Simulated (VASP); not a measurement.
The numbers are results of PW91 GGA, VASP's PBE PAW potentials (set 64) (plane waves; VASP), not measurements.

Input for VASP

### KPOINTS
```
Automatic mesh
0
Gamma
13 13 6
0 0 0
```

**INCAR**
```
ALGO = Normal
EDIFF = 1E-6
ENCUT = 400
GGA = 91
ISIF = 2
ISMEAR = 1
LASPH = T
LCHARG = F
LMAXMIX = 4
LREAL = F
LWAVE = F
NELM = 100
PREC = Accurate
SIGMA = 0.1
SYSTEM = Cd
```

### POSCAR
```
Cd
2.9859690
  0.5063867039  -0.8623066750   0.0000000000
  0.5063867039   0.8623066750   0.0000000000
  0.0000000000   0.0000000000   1.9156314081
Cd
2
Cart
  0.5063867039   0.2874361332   0.4789078520
  0.5162845385  -0.2874361332   1.4367235561
```

POTCAR, in this order: Cd (PBE.64 set). Program: vasp_std.

### Question
What will the output report for the number of irreducible k-points (NKPTS), number of bands (NBANDS), largest plane-wave count, number of space-group operations, FFT grid (NGX, NGY, NGZ)?

### Answer

```json
{
 "number of irreducible k-points (NKPTS)": "340",
 "number of bands (NBANDS)": "16",
 "largest_plane_wave_count": "827",
 "number_of_space_group_operations": "4",
 "FFT grid (NGX, NGY, NGZ)": "20 × 20 × 40"
}
```

The compound is Cd in the hcp structure. The cell was not relaxed at this level, atoms are displaced from their ideal sites. The run is one of a series of settings (GGA = 91 against the base run), some of them coarse on purpose.
